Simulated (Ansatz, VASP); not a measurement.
# Cross-check of ZnSnN2 between VASP and Ansatz, part 2 of 2

Wanted: the spread between two codes on one cell, functional and k mesh. The cell is taken from a series of runs on this material, whose earlier steps may have relaxed, scaled, displaced or heated it; both programs get it as it stands.

VASP 6.6.1 and Ansatz 0.2.0.

So far: The starting structure; VASP: G0W0 gap, PBEsol.

### Step 3. Ansatz: G0W0 gap, PBEsol

Level of this step: Ansatz beside VASP: Kohn-Sham DFT, plane waves, PBEsol (Ansatz).

Ansatz runs on its PAW soft_1 files.

The same cell, functional and mesh now go to Ansatz, which takes its cutoff from its data sets.

input.yaml reads:

```yaml
crystal:
  lattice:
    - [5.8542731, 0.0, 0.0]
    - [0.0, 6.7374542, 0.0]
    - [0.0, 0.0, 5.48058331]
  atoms:
    - { symbol: Zn, position: [0.58306262, 0.87494525, 0.99881237] }
    - { symbol: Zn, position: [0.41693738, 0.12505475, 0.49881237] }
    - { symbol: Zn, position: [0.91693738, 0.37494525, 0.49881237] }
    - { symbol: Zn, position: [0.08306262, 0.62505475, 0.99881237] }
    - { symbol: Sn, position: [0.58840042, 0.37506264, 0.9992746] }
    - { symbol: Sn, position: [0.41159958, 0.62493736, 0.4992746] }
    - { symbol: Sn, position: [0.91159958, 0.87506264, 0.4992746] }
    - { symbol: Sn, position: [0.08840042, 0.12493736, 0.9992746] }
    - { symbol: "N", position: [0.58239595, 0.37436694, 0.37835473] }
    - { symbol: "N", position: [0.41760405, 0.62563306, 0.87835473] }
    - { symbol: "N", position: [0.91760405, 0.87436694, 0.87835473] }
    - { symbol: "N", position: [0.08239595, 0.12563306, 0.37835473] }
    - { symbol: "N", position: [0.57971582, 0.87578583, 0.37355931] }
    - { symbol: "N", position: [0.42028418, 0.12421417, 0.87355931] }
    - { symbol: "N", position: [0.92028418, 0.37578583, 0.87355931] }
    - { symbol: "N", position: [0.07971582, 0.62421417, 0.37355931] }
kpoints:
  mp_grid: { grid: [2, 2, 2] }
hamiltonian:
  xc: pbesol
  pseudopotentials: { kind: paw, azcp: { folder: soft_1 }, xc_functional: pbe }
scf:
  occupations: { method: fixed }
gw:
  n_empty_bands: 490
  ecut_chi: 100
  qp_bands: [v4, c4]
  qp_kpoints: band_edges
  screening: { model: contour_deformation }
```

The run is started by

```sh
ansatz run input.yaml --threads 2 --pin off --max-ram 92160MiB --backend cuda --events-out ev --progress --plain --runs-dir out --devices 1 --max-vram 13GiB
```

Numbers of over 12 decimals in the logs are rounded to 6 here.

The program printed:

```text
GPUs: using 1 of 1 available (devices: 1).
Engine: ansatz 0.2.0, x86_64-unknown-linux-gnu
Pseudopotentials: kind: paw
Pseudopotential: Zn, paw, valence charge 12, recommended cutoff 420 eV (normal), soft_1/Zn.paw.azcp
Pseudopotential: Sn, paw, valence charge 14, recommended cutoff 420 eV (normal), soft_1/Sn.paw.azcp
Pseudopotential: N, paw, valence charge 5, recommended cutoff 420 eV (normal), soft_1/N.paw.azcp
Functional definition: PBEsol
  exchange = pbesol_x
  correlation = pbesol_c
device memory: the entry about to start is reckoned to put 3.0 GiB on a device that reports 49.6 GiB free (of which the cap on the GPU budget leaves the run 13.0 GiB)
GPU FFT provider: cuFFT
GPU libraries: cuBLAS 13.8.2, cuFFT 12.4.0, cuSOLVER 12.3.4
Crystal: 16 atoms, lattice volume = 216.170 Å³
Basis set: ecut = 420 eV, 4231 PW (Γ)
Bands: 88, of which v1, the nominal top of the filled ones, is band 72 counted from 1 (71 counted from 0)
Symmetry: 4 space group operations
Space group: Pna21 (ITA 33), of the structure as read, at distance tolerance 6.0e-5 Å
k-points: 8
Non-local potential: Zn, projectors of the file, l = 0: 2, l = 1: 2, l = 2: 3, l = 3: 1
Non-local potential: Sn, projectors of the file, l = 0: 2, l = 1: 2, l = 2: 2, l = 3: 1
Non-local potential: N, projectors of the file, l = 0: 2, l = 1: 2, l = 2: 1
PAW form: soft (Blöchl's): semilocal exchange-correlation on the pseudo side does not see the compensation charge
PAW frozen core: Zn, regenerated for the run's functional, and the local potential with it (the file was generated under x = pbe(κ = 0.804, μ = 0.219515), c = pbe(β = 0.066725))
PAW frozen core: Sn, regenerated for the run's functional, and the local potential with it (the file was generated under x = pbe(κ = 0.804, μ = 0.219515), c = pbe(β = 0.066725))
PAW frozen core: N, regenerated for the run's functional, and the local potential with it (the file was generated under x = pbe(κ = 0.804, μ = 0.219515), c = pbe(β = 0.066725))
PAW one-centre angular grid: Zn, 590 points (default); XC on 64 Gauss nodes
PAW one-centre angular grid: Sn, 590 points (default); XC on 64 Gauss nodes
PAW one-centre angular grid: N, 110 points (default); XC on 64 Gauss nodes
Initial density: superposition of atomic densities (chi_scale 0.1, normalization cell, long waves kept (reshape's long-wave potential 0.01 eV rms))
Initial wavefunctions: pseudopotential atomic-orbital guess
GPU buffer pool allocated for 76800 grid points (all kernels)
GPU transforms: local potential and band sums: pruned to the plane-wave sphere, on 40×45×40
Functional: x = pbesol(κ = 0.804, μ = 0.123457), c = pbesol(β = 0.046)
SCF iter   1: F=—  HF=-39955.667016 eV  |F-HF|=—  |Δ(HF+E_count)|=         —  Δρ=7.87e-2  dr2=1.59e1  ethr=3.10e-3  ⟨swp⟩=4.5  Hψ=2588  notcnv=0  defer=101
preconditioner: auto → Resta (q_TF=auto, 2.550 Å⁻¹)  ε∞=4.8  [insulator: Δε(μ)=0.972 eV  Ē_g=15.453 eV  n_scr=64 (ndim 8)  ℏωp=30.3 eV  f_vac=0.000  ε∞_Penn≈4.8]
SCF iter   2: F=—  HF=-39951.744449 eV  |F-HF|=—  |Δ(HF+E_count)|=    3.92e0  Δρ=3.16e-2  dr2=1.44e0  ethr=3.10e-3  ⟨swp⟩=3.1  Hψ=1348  notcnv=0  defer=103
SCF iter   3: F=—  HF=-39951.445447 eV  |F-HF|=—  |Δ(HF+E_count)|=   2.99e-1  Δρ=1.62e-2  dr2=4.57e-1  ethr=1.00e-3  ⟨swp⟩=2.0  Hψ=955  notcnv=0  defer=108
SCF iter   4: F=—  HF=-39951.407053 eV  |F-HF|=—  |Δ(HF+E_count)|=   3.84e-2  Δρ=9.93e-3  dr2=1.14e-1  ethr=3.18e-4  ⟨swp⟩=2.0  Hψ=980  notcnv=0  defer=108
SCF iter   5: F=—  HF=-39951.374413 eV  |F-HF|=—  |Δ(HF+E_count)|=   3.26e-2  Δρ=2.21e-3  dr2=7.63e-3  ethr=7.94e-5  ⟨swp⟩=2.0  Hψ=1170  notcnv=0  defer=110
SCF iter   6: F=—  HF=-39951.377495 eV  |F-HF|=—  |Δ(HF+E_count)|=   3.08e-3  Δρ=3.71e-4  dr2=2.58e-4  ethr=5.30e-6  ⟨swp⟩=2.0  Hψ=970  notcnv=0  defer=110
SCF iter   7: F=—  HF=-39951.377737 eV  |F-HF|=—  |Δ(HF+E_count)|=   2.42e-4  Δρ=2.35e-4  dr2=9.65e-5  ethr=1.79e-7  ⟨swp⟩=2.0  Hψ=1126  notcnv=0  defer=91
SCF iter   8: F=—  HF=-39951.377774 eV  |F-HF|=—  |Δ(HF+E_count)|=   3.61e-5  Δρ=8.30e-5  dr2=1.45e-5  ethr=6.70e-8  ⟨swp⟩=2.0  Hψ=976  notcnv=0  defer=80
SCF iter   9: F=—  HF=-39951.377776 eV  |F-HF|=—  |Δ(HF+E_count)|=   2.19e-6  Δρ=6.01e-5  dr2=8.60e-6  ethr=1.01e-8  ⟨swp⟩=2.0  Hψ=1040  notcnv=0  defer=80
SCF iter  10: F=—  HF=-39951.377775 eV  |F-HF|=—  |Δ(HF+E_count)|=   1.12e-6  Δρ=1.43e-5  dr2=3.15e-7  ethr=5.97e-9  ⟨swp⟩=2.0  Hψ=764  notcnv=0  defer=80
SCF iter  11: F=-39951.377775 eV  HF=-39951.377775 eV  |F-HF|=3.64e-9  |Δ(HF+E_count)|=   1.27e-7  Δρ=2.43e-6  dr2=1.15e-8  ethr=6.94e-11  ⟨swp⟩=12.0  Hψ=3005  notcnv=0
SCF 1 converged in 11 iterations: F = -39951.377775 eV  dr2 = 1.15e-8
  greatest PAW one-centre occupation: 0.993 electrons in one spin orbital (limit 2), on the Sn atom at site 7 (counted from 0), in its partial waves of l = 2
[...]
k-point 1: bands = [... 68 lower, 9.1889, 9.1889, 9.2220, 9.2220, 12.1606, 12.1606, 12.9675, 12.9675, ... 12 higher]
  k-point 2: bands = [... 68 lower, 9.0845, 9.0845, 9.2536, 9.2536, 11.9450, 11.9450, 14.2022, 14.2022, ... 12 higher]
  k-point 7: bands = [... 68 lower, 8.3074, 8.3074, 8.4959, 8.4959, 13.2778, 13.2778, 13.3045, 13.3045, ... 12 higher]
--- G₀W₀: contour deformation, 8 samples at zero and on the imaginary axis and 1 off it, 8 q-points, 490 empty bands' worth ---
  eigenvalues of the whole cell's RPA ε∞ on this k-mesh (on a slab, of 1 + 4πα/V) = 998.7497, 1552.9661, 2946.0397; static W/v taken at q = 0 is 0.000592
  bands read: the sum over 562 bands ends inside a degenerate multiplet in 1 slot, whose members it reads at an even weight; the widest, k=5: bands 561 to 564 (counted from 1) at 2/4 each
  gw.qp_kpoints: band_edges: 8 of 8 stored k-points solved, in 1 pass; an edge of the gap read off the rows below is read off those points alone
    ik  band        ε_KS         Σx   Σc(E_QP)       V_xc       Z   E_QP_lin       E_QP  E_QP is
     0    69      8.8824   -25.5602     4.2385   -20.9590  0.7161     8.5159     8.5197  root
     0    70      9.5924   -25.1645     3.6514   -21.3136  0.7210     9.3922     9.3929  root
     0    71      9.6343   -25.7966     3.7798   -21.7941  0.7210     9.4107     9.4117  root
     0    72      9.6733   -25.6759     3.7137   -21.7510  0.7212     9.4612     9.4622  root
     0    73      9.8147   -11.5897    -3.5147   -15.4715  0.7535    10.1844    10.1819  root
     0    74     12.3939   -10.6706    -4.4761   -15.7001  0.7565    12.9559    12.9473  root
     0    75     13.3019   -11.3916    -4.6479   -16.6882  0.7395    13.9637    13.9506  root
     0    76     13.8541    -9.5069    -4.5067   -14.3980  0.7614    14.2427    14.2386  root
     1    69      9.1889   -25.4498     3.9580   -21.2082  0.7196     8.9031     8.9053  root
     1    70      9.1889   -25.4498     3.9580   -21.2082  0.7196     8.9031     8.9053  root
     1    71      9.2220   -25.4111     3.9396   -21.1934  0.7198     8.9420     8.9440  root
     1    72      9.2220   -25.4111     3.9396   -21.1934  0.7198     8.9420     8.9440  root
     1    73     12.1606   -11.4025    -4.1561   -16.0885  0.7463    12.6985    12.6906  root
     1    74     12.1606   -11.4025    -4.1561   -16.0885  0.7463    12.6985    12.6906  root
     1    75     12.9675    -9.8078    -4.3733   -14.5865  0.7606    13.3774    13.3730  root
     1    76     12.9675    -9.8078    -4.3733   -14.5865  0.7606    13.3774    13.3730  root
     2    69      9.0845   -25.4630     3.9239   -21.2475  0.7194     8.7907     8.7929  root
     2    70      9.0845   -25.4630     3.9239   -21.2475  0.7194     8.7907     8.7929  root
     2    71      9.2536   -25.1961     3.9074   -21.0177  0.7188     8.9808     8.9826  root
     2    72      9.2536   -25.1961     3.9074   -21.0177  0.7188     8.9808     8.9826  root
     2    73     11.9450   -12.5917    -3.6726   -16.7557  0.7421    12.4423    12.4363  root
     2    74     11.9450   -12.5917    -3.6726   -16.7557  0.7421    12.4423    12.4363  root
     2    75     14.2022    -9.0718    -4.5316   -13.9570  0.7561    14.5592    14.5558  root
     2    76     14.2022    -9.0718    -4.5316   -13.9570  0.7561    14.5592    14.5558  root
[...]
7    69      8.3074   -24.5160     4.2388   -19.8993  0.7113     7.9246     7.9295  root
     7    70      8.3074   -24.5160     4.2388   -19.8993  0.7113     7.9246     7.9295  root
     7    71      8.4959   -24.7395     4.2403   -20.1081  0.7121     8.1006     8.1048  root
     7    72      8.4959   -24.7395     4.2403   -20.1081  0.7121     8.1006     8.1048  root
     7    73     13.2778   -11.2048    -4.5016   -16.2732  0.7418    13.8544    13.8446  root
     7    74     13.2778   -11.2048    -4.5016   -16.2732  0.7418    13.8544    13.8446  root
     7    75     13.3045   -10.9944    -4.4593   -15.9977  0.7424    13.8574    13.8485  root
     7    76     13.3045   -10.9944    -4.4593   -15.9977  0.7424    13.8574    13.8485  root
```

### Step 4. Differences

Known differences besides the potentials themselves: fixed occupations in Ansatz, narrow Gaussian smearing in VASP; the data sets hold 144 valence electrons in Ansatz (on its PAW soft_1 files) and 176 in VASP; the cutoff is 420 eV in Ansatz and 450 eV in VASP; Ansatz makes its cores anew for this functional, VASP keeps those of its PBE data sets; VASP leaves aspherical gradient terms in its spheres out (LASPH is not set), Ansatz keeps them; Ansatz integrates over frequency by contour deformation, VASP on a grid of NOMEGA points; Ansatz's G0W0 levels solve the quasiparticle equation, VASP's are linearised. Total energies have different zeros and are not compared.

Compared:

```tsv
quantity	Ansatz	VASP	difference
G0W0 gap on the mesh (eV)	0.72	1.02	-0.30
Kohn-Sham gap under it (eV)	0.14	0.14	0.00
```

VASP's log warns that its frequency grid doesn't suit quasiparticle energies on this mesh.

### Step 5. Results

| Quantity | Value |
| --- | --- |
| difference in G0W0 gap on the mesh (G0W0 gap, PBEsol) | -0.30 eV |

What this shows: The difference in G0W0 gap on the mesh is -0.30 eV (G0W0 gap, PBEsol). The data sets hold unlike numbers of valence electrons (144 in Ansatz and 176 in VASP), so part of the differences comes from the potentials. Part of the difference in the G0W0 gap can come from VASP's linearised levels. How closely two codes agree says nothing of how well the functional describes the real material.

[Lines on the potential files, build, host, timing and source positions are cut from VASP's logs without a mark.]

[Logs are printed without paths, hosts, clocks, repeated set-up lines and the standing remarks that a program may print on its own settings, such as how far it seeks lower states.]

[Hosts, paths, dates, database ids (printed as entryN), source tags and the programs' standing remarks are cut or masked in the printed files.]
